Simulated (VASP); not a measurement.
Here is a VASP 6.6.1 calculation.

File INCAR:

```
SYSTEM = BaTiO3
PREC = Accurate
ENCUT = 600
EDIFF = 1E-6
ISMEAR = 0
SIGMA = 0.02
LREAL = .FALSE.
LASPH = .TRUE.
NELM = 120
ALGO = Normal
ISIF = 3
LWAVE = .FALSE.
LCHARG = .FALSE.
GGA = PE
IBRION = 2
NSW = 80
EDIFFG = -0.005
KPAR = 4
```

KPOINTS

```
regular mesh
0
G
  8 8 7
  0 0 0
```

POSCAR

```
BaTiO3
1.0
    3.9903792000      0.0000000000      0.0000000000
    0.0000000000      3.9903792000      0.0000000000
    0.0000000000      0.0000000000      4.1026554000
Ba Ti O
1 1 3
Direct
    0.5000000000      0.5000000000      0.5825414600
    0.0000000000      0.0000000000      0.1000427000
    0.0000000000      0.5000000000      0.0642205400
    0.5000000000      0.0000000000      0.0642205400
    0.0000000000      0.0000000000      0.5489717500
```

Potentials or basis: VASP PAW PBE potentials, release 64 (Ba_sv, Ti_sv, O).

The run is started by

```console
$ cat potpaw_PBE.64/Ba_sv/POTCAR potpaw_PBE.64/Ti_sv/POTCAR potpaw_PBE.64/O/POTCAR > POTCAR
$ mpirun -np 4 vasp_std > vasp.out
```

(1) What does it give for the relaxed volume?

(2) Estimate the space group after relaxing (to 0.05 Å).

## Answers

(1) 13.48 Å³/atom.

(2) P4mm (No. 99).
